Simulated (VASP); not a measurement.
Calculation: PW91 GGA, VASP's PBE PAW potentials (set 64) (plane waves; VASP).

VASP ran on this input.

**KPOINTS**
```
Automatic mesh
0
Gamma
6 6 6
0 0 0
```

**INCAR**
```
ALGO = Normal
EDIFF = 1E-6
EDIFFG = -0.02
ENCUT = 520
GGA = 91
IBRION = 2
ISIF = 3
ISMEAR = 0
LASPH = .TRUE.
LCHARG = .FALSE.
LMAXMIX = 6
LREAL = .FALSE.
LWAVE = .FALSE.
NELM = 100
NSW = 60
PREC = Accurate
SIGMA = 0.05
SYSTEM = CeO2
```

### POSCAR
```
CeO2
1
    0.0000000000     2.7339426070     2.7339426070
    2.7339426070    -0.0000000000     2.7339426070
    2.7339426070     2.7339426070     0.0000000000
Ce O
1 2
Direct
  0.0000000000   0.0000000000   0.0000000000
  0.2500000000   0.2500000000   0.2500000000
  0.7500000000   0.7500000000   0.7500000000
```

POTCAR, in this order: Ce O (PBE.64 set). Program: vasp_std.

What will the output report for the number of irreducible k-points (NKPTS), largest plane-wave count, number of space-group operations, FFT grid (NGX, NGY, NGZ)?

number of irreducible k-points (NKPTS): 16
largest plane-wave count: 1113
number of space-group operations: 48
FFT grid (NGX, NGY, NGZ): 30 × 30 × 30

The compound is CeO2 in the fluorite structure. It was relaxed first. The start is the result of an earlier pass. The run is not spin-polarised, so no magnetic state was tried.
